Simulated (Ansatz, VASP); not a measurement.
**MgGeI3 in VASP and in Ansatz**

Contents of POSCAR:

```
MgGeI3
1.0
    3.9184810000      2.2623320000      3.3160490000
   -3.9184810000      2.2623320000      3.3160490000
    0.0000000000     -4.5246730000      3.3160490000
I Mg Ge
3 1 1
Direct
    0.5069300000      0.9987400000      0.5069300000
    0.5069300000      0.5069300000      0.9987400000
    0.9987400000      0.5069300000      0.5069300000
    0.0100000000      0.0100000000      0.0100000000
    0.5394300000      0.5394300000      0.5394300000
```

The input INCAR.step1:

```
SYSTEM = MgGeI3
ALGO = Normal ; EDIFF = 1E-4
ENCUT = 520 ; GGA = PE
ISMEAR = -1 ; LASPH = .True.
LCHARG = .False. ; LREAL = .False.
LWAVE = .True. ; NBANDS = 26
NELM = 80 ; PREC = Accurate
SIGMA = 0.0513
```

File INCAR.step2:

```
SYSTEM = MgGeI3
ALGO = Normal ; EDIFF = 1E-6
ENCUT = 520 ; ISIF = 2
ISMEAR = -1 ; ISTART = 1
LASPH = .True. ; LCHARG = .False.
LMIXTAU = .True. ; LREAL = .False.
LWAVE = .False. ; METAGGA = R2SCAN
NBANDS = 26 ; NELM = 80
PREC = Accurate ; SIGMA = 0.0513
```

File KPOINTS:

```
k-points
0
Gamma
  3 3 3
  0 0 0
```

Input for Ansatz:

```yaml
crystal:
  lattice:
    - [3.918481, 2.262332, 3.316049]
    - [-3.918481, 2.262332, 3.316049]
    - [0.0, -4.524673, 3.316049]
  atoms:
    - { symbol: I, position: [0.50693, 0.99874, 0.50693] }
    - { symbol: I, position: [0.50693, 0.50693, 0.99874] }
    - { symbol: I, position: [0.99874, 0.50693, 0.50693] }
    - { symbol: Mg, position: [0.01, 0.01, 0.01] }
    - { symbol: Ge, position: [0.53943, 0.53943, 0.53943] }
  symmetry: { tolerance: 0.0003 }
kpoints:
  mp_grid: { grid: [3, 3, 3], shift: [0, 0, 0] }
magnetization:
  spin_polarized: false
scf:
  occupations: { method: fermi_dirac, width: 0.0513 }
hamiltonian:
  pseudopotentials: { kind: paw }
  xc: r2scan
basis:
  ecutwfc: 500
output:
  forces: true
  stress: true
  eigenvalues: true
  write_density: true
  write_potential: true
  elf: true
  volumetric_format: npy
```

The cell was built by a generator and needn't be a form met in nature.

Alike in both runs: task single point; functional r2SCAN; k mesh 3 × 3 × 3; occupations fermi-dirac, width 0.0513 eV; no spin polarisation.

```csv
,VASP,Ansatz
version,VASP 6.6.1,Ansatz 0.2.0
potentials or method,"VASP PAW PBE potentials, release 64 (I, Mg, Ge_d)",PAW plane waves
plane-wave cutoff (eV),520,500
valence electrons in the cell,37,75
```

|  | VASP | Ansatz | Ansatz less VASP |
| --- | --- | --- | --- |
| gap on the k mesh at the Fermi level (eV) | none | none | - |
| pressure (GPa) | 3.2 | 3.2 | +0.04 |
| largest component of the traceless stress (GPa) | 0.53 | 0.52 | -0.003 |
| rms of the force components (eV/Å) | 0.611 | 0.607 | -0.0034 |

Atom by atom the forces differ by 0.004 eV/Å (rms over components). A gap of «none» marks a metal or a gap that the smearing closes. The two sets of potentials don't hold the same shells in valence. Ansatz warned: «structure_snapped_to_symmetry».

Caveats: the k mesh is coarse (spacing up to 0.37 Å⁻¹), so the values aren't converged; the PAW data sets were made with another functional, which shifts forces and pressure a little (VASP); an odd number of electrons without spin polarisation forces a metal; a magnetic or distorted state may lie lower. Spin-orbit coupling is left out, which matters for the levels of I.
